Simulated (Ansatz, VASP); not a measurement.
# Zn3Co (Zn3Co (I4/mmm)) in two plane-wave programs

Aim: how closely do two programs agree when they are given the same cell, functional and k mesh? The two relaxations start from unlike cells of this crystal (the structure described is Ansatz's start), so only their ends are compared.

Calculated with Ansatz 0.2.0; plane waves, with VASP 6.6.1 beside it; relaxation of cell and atoms at PBEsol.

### Step 1. The starting structure

It takes space group I4/mmm (No. 139, tetragonal). Conventional cell: a = 3.587 Å, b = 3.587 Å, c = 7.939 Å, α = 90.00°, β = 90.00°, γ = 90.00°. Nearest to Zn lie 8 Zn at 2.54 to 2.68 Å and 4 Co at 2.68 Å. Zn has 4 Co at 2.54 Å and 8 Zn at 2.68 Å nearest. Nearest to Co lie 12 Zn at 2.54 to 2.68 Å. Farther neighbours are not listed.

### Step 2. VASP: relaxation of cell and atoms, PBEsol

The relaxed volume is the usual yardstick between codes: in a stiff, nearly cubic crystal its relative difference is about their pressure difference at one cell divided by the bulk modulus.

Lines of VASP's logs that name or quote its potential files are left out, and so is its time.

File INCAR:

```
SYSTEM = Zn3Co
PREC = Accurate
ENCUT = 600
EDIFF = 1E-07
NELM = 200
ISMEAR = -1
SIGMA = 0.05
LREAL = .FALSE.
ALGO = Normal
GGA = PS
NBANDS = 30
ISPIN = 2
MAGMOM = 0 0 0 -0
LASPH = .TRUE.
LMAXMIX = 4
LORBIT = 11
LWAVE = .FALSE.
LCHARG = .FALSE.
ISIF = 3
IBRION = 2
NSW = 80
EDIFFG = -0.005
GGA_COMPAT = .FALSE.
NELMIN = 4
KPAR = 2
```

File POSCAR:

```
Zn3Co
1.0
   -1.7851259595      1.7851259595      3.8758482715
    1.7851259595     -1.7851259595      3.8758482715
    1.7851259595      1.7851259595     -3.8758482715
Zn Co
3 1
Direct
    0.7499999370      0.2499999370      0.5000000000
    0.2499999370      0.7499999370      0.5000000000
    0.5000000000      0.5000000000      0.0000000000
    0.0000000000      0.0000000000      0.0000000000
```

File KPOINTS:

```
Automatic mesh
0
Gamma
15 15 15
0 0 0
```

Potentials, in the order of the species: Zn and Co (PBE family, release 64).

Run with:

```
mpirun -np 2 vasp_std
```

Numbers of over 12 decimals in the logs are rounded to 6 here.

What it wrote:

```text
[banner, memory and clock lines left out]
running    2 mpi-ranks, on    1 nodes
 distrk:  each k-point on    1 cores,    2 groups
 distr:  one band on    1 cores,    1 groups

 POSCAR found type information on POSCAR ZnCo
 POSCAR found :  2 types and       4 ions
|                                                                             |
|               ----> ADVICE to this user running VASP <----                  |
|                                                                             |
|     You enforced a specific xc type in the INCAR file but a different       |
|     [... a line on the potential file left out ...]
|     I HOPE YOU KNOW WHAT YOU ARE DOING!                                     |
|                                                                             |

 LDA part: xc-table for (Slater+PW92), standard interpolation
 POSCAR, INCAR and KPOINTS ok, starting setup
 FFT: planning ... GRIDC
 FFT: planning ... GRID_SOFT
 FFT: planning ... GRID
 WAVECAR not read
 entering main loop
       N       E                     dE             d eps       ncg     rms          rms(c)
DAV:   1     0.296062031354E+03    0.29606E+03   -0.22906E+04 35920   0.258E+03
DAV:   2     0.713219838224E+01   -0.28893E+03   -0.27696E+03 34632   0.430E+02
DAV:   3    -0.138330467118E+02   -0.20965E+02   -0.20644E+02 37038   0.132E+02
DAV:   4    -0.141732729716E+02   -0.34023E+00   -0.33991E+00 39442   0.173E+01
DAV:   5    -0.141814912402E+02   -0.82183E-02   -0.82178E-02 39610   0.229E+00    0.125E+01
DAV:   6    -0.168350167963E+02   -0.26535E+01   -0.40244E+01 37326   0.578E+01    0.173E+01
DAV:   7    -0.127779763716E+02    0.40570E+01   -0.20472E+01 39224   0.633E+01    0.626E+00
DAV:   8    -0.127261361730E+02    0.51840E-01   -0.85874E-01 39084   0.961E+00    0.230E+00
DAV:   9    -0.127040953905E+02    0.22041E-01   -0.45585E-02 40008   0.422E+00    0.688E-01
DAV:  10    -0.127029507105E+02    0.11447E-02   -0.11496E-02 39096   0.263E+00    0.154E-01
DAV:  11    -0.127029708082E+02   -0.20098E-04   -0.15948E-03 38438   0.687E-01    0.710E-02
DAV:  12    -0.127029591294E+02    0.11679E-04   -0.24703E-04 37934   0.306E-01    0.186E-02
DAV:  13    -0.127029601591E+02   -0.10297E-05   -0.50388E-05 41376   0.212E-01    0.180E-02
DAV:  14    -0.127029593857E+02    0.77343E-06   -0.22875E-05 42128   0.680E-02    0.517E-03
DAV:  15    -0.127029591148E+02    0.27085E-06   -0.20427E-06 38094   0.157E-02    0.258E-03
DAV:  16    -0.127029590215E+02    0.93342E-07   -0.36630E-07 23860   0.799E-03
   1 F= -.12702959E+02 E0= -.12694252E+02  d E =-.127030E+02  mag=     0.0000
[...]
2 F= -.12702966E+02 E0= -.12694250E+02  d E =-.706392E-05  mag=     0.0000
[...]
3 F= -.12702966E+02 E0= -.12694249E+02  d E =-.713321E-05  mag=     0.0000
 curvature:  -0.58 expect dE=-0.389E-05 dE for cont linesearch -0.181E-07
 trial: gam= 0.42197 g(F)=  0.218E-43 g(S)=  0.672E-05 ort = 0.669E-06 (trialstep = 0.103E+01)
 search vector abs. value=  0.983E-05
 bond charge predicted
       N       E                     dE             d eps       ncg     rms          rms(c)
DAV:   1    -0.127030264996E+02   -0.60353E-04   -0.11124E-03 39288   0.324E-01    0.572E-02
DAV:   2    -0.127030417914E+02   -0.15292E-04   -0.58168E-04 38806   0.241E-01    0.792E-02
DAV:   3    -0.127029886848E+02    0.53107E-04   -0.52347E-04 39278   0.187E-01    0.378E-02
DAV:   4    -0.127029737226E+02    0.14962E-04   -0.39881E-05 40494   0.740E-02    0.105E-02
DAV:   5    -0.127029718877E+02    0.18349E-05   -0.37086E-06 42844   0.264E-02    0.204E-03
DAV:   6    -0.127029718888E+02   -0.11651E-08   -0.85438E-07 36224   0.139E-02
   4 F= -.12702972E+02 E0= -.12694253E+02  d E =-.573416E-05  mag=     0.0000
 trial-energy change:   -0.000006  1 .order   -0.000005   -0.000007   -0.000003
 step:   1.4215(harm=  1.8454)  dis= 0.00000  next Energy=   -12.702973 (dE=-0.636E-05)
 reached required accuracy - stopping structural energy minimisation
```

Parts of OUTCAR (step 2):

```text
ion  position               nearest neighbor table
   1  0.750  0.250  0.500-   2 2.52   2 2.52   2 2.52   2 2.52   4 2.63   3 2.63   4 2.63   3 2.63
                             3 2.63   3 2.63   4 2.63   4 2.63
   2  0.250  0.750  0.500-   1 2.52   1 2.52   1 2.52   1 2.52   4 2.63   3 2.63   3 2.63   4 2.63
                             4 2.63   3 2.63   4 2.63   3 2.63
   3  0.500  0.500  0.000-   4 2.52   4 2.52   4 2.52   4 2.52   2 2.63   1 2.63   2 2.63   1 2.63
                             2 2.63   2 2.63   1 2.63   1 2.63
   4  0.000  0.000  0.000-   3 2.52   3 2.52   3 2.52   3 2.52   2 2.63   1 2.63   1 2.63   2 2.63
                             1 2.63   2 2.63   2 2.63   1 2.63

  LATTYP: Found a body centered tetragonal cell.
 ALAT       =     3.5702519190
 C/A-ratio  =     2.1711903582

 Subroutine GETGRP returns: Found 16 space group operations
 (whereof 16 operations were pure point group operations)

The static configuration has the point symmetry D_4h.

 Found    288 irreducible k-points:

   k-points           NKPTS =    288   k-points in BZ     NKDIM =    288   number of bands    NBANDS=     30

   dimension x,y,z NGX =    40 NGY =   40 NGZ =   40
   dimension x,y,z NGXF=    80 NGYF=   80 NGZF=   80

   ENCUT  =  600.0 eV  44.10 Ry    6.64 a.u.   9.24  9.24  9.24*2*pi/ulx,y,z

   NELECT =      45.0000    total number of electrons

 k-points in reciprocal lattice and weights: Automatic mesh
   0.00000000  0.00000000  0.00000000       0.000
   0.06666667  0.00000000 -0.00000000       0.002
   0.13333333  0.00000000 -0.00000000       0.002
   0.20000000  0.00000000 -0.00000000       0.002
   0.26666667  0.00000000 -0.00000000       0.002
   0.33333333  0.00000000 -0.00000000       0.002
   0.40000000  0.00000000 -0.00000000       0.002
   0.46666667  0.00000000  0.00000000       0.002
   0.06666667  0.06666667 -0.00000000       0.002
[...]
-0.46666667  0.46666667  0.46666667       0.001
  -0.46666667 -0.46666667  0.46666667       0.001

 average (electrostatic) potential at core
       1 -34.4502       2 -34.4502       3 -34.4152       4 -82.6391

 E-fermi :   4.8719

 spin component 1
 k-point     1 :       0.0000    0.0000    0.0000
  band No.  band energies     occupation
    ...
     18       3.5114      1.00000
     19       3.6532      1.00000
     20       3.6532      1.00000
     21       3.7860      1.00000
     22       4.4353      0.99984
     23       8.6574      0.00000
     24       9.2171      0.00000
     25       9.2171      0.00000
     26       9.4270      0.00000
     27       9.4270      0.00000
    ...

 k-point     2 :       0.0667    0.0000   -0.0000
  band No.  band energies     occupation
    ...
     18       3.4599      1.00000
     19       3.5037      1.00000
     20       3.6714      1.00000
     21       4.1103      1.00000
     22       4.3914      0.99993
     23       8.2691      0.00000
     24       8.7026      0.00000
     25       8.9897      0.00000
     26       9.1597      0.00000
     27       9.8225      0.00000
    ...

 k-point     3 :       0.1333    0.0000   -0.0000
  band No.  band energies     occupation
    ...
     18       3.3643      1.00000
     19       3.5039      1.00000
     20       3.7196      1.00000
     21       4.2740      0.99999
     22       4.4249      0.99987
     23       6.9749      0.00000
     24       8.2253      0.00000
     25       8.8477      0.00000
     26       9.1901      0.00000
     27      10.4584      0.00000
    ...

 k-point     4 :       0.2000    0.0000   -0.0000
  band No.  band energies     occupation
    ...
     18       3.1678      1.00000
     19       3.5456      1.00000
     20       3.7752      1.00000
     21       4.1250      1.00000
     22       4.5628      0.99794
     23       5.9222      0.00000
     24       7.5165      0.00000
     25       8.8649      0.00000
     26       9.7169      0.00000
     27      11.2332      0.00000
    ...

 k-point     5 :       0.2667    0.0000   -0.0000
  band No.  band energies     occupation
    ...
     18       2.8242      1.00000
     19       3.6200      1.00000
     20       3.7710      1.00000
     21       4.0323      1.00000
     22       4.4498      0.99978
     23       5.3466      0.00008
     24       6.9604      0.00000
     25       9.0342      0.00000
     26      10.4857      0.00000
     27      11.4403      0.00000
    ...

 k-point     6 :       0.3333    0.0000   -0.0000
  band No.  band energies     occupation
    ...
     18       2.4714      1.00000
     19       3.6653      1.00000
     20       3.7230      1.00000
     21       4.0532      1.00000
     22       4.2751      0.99999
     23       5.0453      0.03024
     24       6.6199      0.00000
     25       9.3468      0.00000
     26      11.4536      0.00000
     27      11.6321      0.00000
    ...

  Total       -0.0040069     -0.0040069     -0.0112757      0.0000000     -0.0000000      0.0000000
  in kB       -0.1299014     -0.1299014     -0.3655481      0.0000000     -0.0000000      0.0000000
  external PRESSURE =      -0.2084503 kB  Pullay stress =       0.0000000 kB

  energy-cutoff  :      600.00
  volume of cell :       49.42
      direct lattice vectors                 reciprocal lattice vectors
    -1.785849369  1.785849369  3.874012872     0.000000000  0.279978821  0.129065136
     1.785849369 -1.785849369  3.874012872     0.279978821  0.000000000  0.129065136
     1.785849369  1.785849369 -3.874012872     0.279978821  0.279978821  0.000000000

 POSITION                                       TOTAL-FORCE (eV/Angst)
 -----------------------------------------------------------------------------------
      0.00000      1.78585      1.93701         0.000000      0.000000      0.000000
      1.78585      0.00000      1.93701         0.000000      0.000000      0.000000
      0.00000      0.00000      3.87401        -0.000000     -0.000000      0.000000
      1.78585      1.78585     -3.87401        -0.000000     -0.000000     -0.000000
 -----------------------------------------------------------------------------------
    total drift:                                0.000000      0.000000      0.000116

  FREE ENERGIE OF THE ION-ELECTRON SYSTEM (eV)
  ---------------------------------------------------
  free  energy   TOTEN  =       -12.7029718888 eV

  energy  without entropy=      -12.6855350661  energy(sigma->0) =      -12.69425348

 reached required accuracy - stopping structural energy minimisation

 total charge
# of ion       s       p       d       tot
------------------------------------------
    1        0.615   0.579   9.741  10.934
    2        0.615   0.579   9.741  10.934
    3        0.615   0.562   9.746  10.922
    4        0.381   0.395   7.444   8.220
--------------------------------------------------
tot          2.224   2.115  36.671  41.010

 magnetization (x)
# of ion       s       p       d       tot
------------------------------------------
    1       -0.000  -0.000   0.000  -0.000
    2       -0.000  -0.000   0.000  -0.000
    3       -0.000  -0.000  -0.000  -0.000
    4        0.000   0.000   0.000   0.000
--------------------------------------------------
tot         -0.000  -0.000   0.000   0.000

[... 1 further part left out ...]
```

This run allows spin, but its moments start at zero, where symmetry between the spins tends to hold them, although Co can carry a moment. Its electron count is odd, so without a moment it is a metal by construction.

(Continued in part 2 of 2.)

[Lines on the potential files, build, host, timing and source positions are cut from VASP's logs without a mark.]

[Logs are printed without paths, hosts, clocks, repeated set-up lines and the standing remarks that a program may print on its own settings, such as how far it seeks lower states.]

[Hosts, paths, dates, database ids (printed as entryN), source tags and the programs' standing remarks are cut or masked in the printed files.]
